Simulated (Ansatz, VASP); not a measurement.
**RbAl: VASP beside Ansatz**

```xyz
2
Lattice="4.1543 0.0000 0.0000 0.0000 4.1543 0.0000 0.0000 0.0000 3.5887" Properties=species:S:1:pos:R:3 pbc="T T T"
Rb    2.0771    2.0771    1.7944
Al    0.0000    0.0000    1.7944
```

Alike in both runs: task single point; functional PBE; k mesh 4 × 4 × 6; occupations gaussian, width 0.1 eV; no spin polarisation.

```csv
,VASP,Ansatz
version,VASP 6.6.1,Ansatz 0.2.0
potentials or method,"VASP PAW PBE potentials, release 64 (Rb_sv, Al)","scalar-relativistic, plane waves, PAW"
plane-wave cutoff (eV),520,420
valence electrons in the cell,12,12
```

```tsv
	VASP	Ansatz	Ansatz less VASP
gap on the k mesh at the Fermi level (eV)	none	none	-
pressure (GPa)	9.8	9.8	-0.04
largest component of the traceless stress (GPa)	11.98	11.95	-0.026
```

A gap of «none» marks a metal or a gap that the smearing closes. With one functional, cell and mesh, what is left measures potentials, basis and numerics.

Caveats: the k mesh is coarse (spacing up to 0.38 Å⁻¹), so the values aren't converged.
